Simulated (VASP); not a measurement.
Here is the system:

```
Se
1.0
    2.25603    -3.90756     0.00000
    2.25603     3.90756     0.00000
    0.00000     0.00000     5.04565
Se
3
Direct
  0.00000   0.21989   0.66667
  0.78011   0.78011   0.00000
  0.21989   0.00000   0.33333
```

All values below come from HSE06 screened hybrid, VASP's PBE PAW potentials (set 64) (plane waves; VASP). Numerical set-up: 520 eV cut-off, 4×4×4 Γ-centred mesh, Gaussian smearing of 0.050 eV, potentials Se.

Without a dispersion term in the relaxation, distances and binding between the weakly bound layers, chains or molecules are unreliable, and so is what depends on them.

Task: Which forces act on the atoms, in eV/Å?

Result: 
```json
[
 {"atom": "Se1", "Fx": "-0.303", "Fy": "-0.526", "Fz": "0.000"},
 {"atom": "Se2", "Fx": "0.607", "Fy": "0.000", "Fz": "0.000"},
 {"atom": "Se3", "Fx": "-0.303", "Fy": "0.526", "Fz": "0.000"}
]
```

Task: Give the stress tensor in GPa (positive for a compressed cell).

Result: 
```
-1.38   0.00   0.00
 0.00  -1.38   0.00
 0.00   0.00  -3.67
```
The pressure is its mean diagonal, -2.15 GPa.

The compound is Se in the trig structure. It was relaxed first, which changed the volume by +9 %. The cell's shape comes from a PBE relaxation.
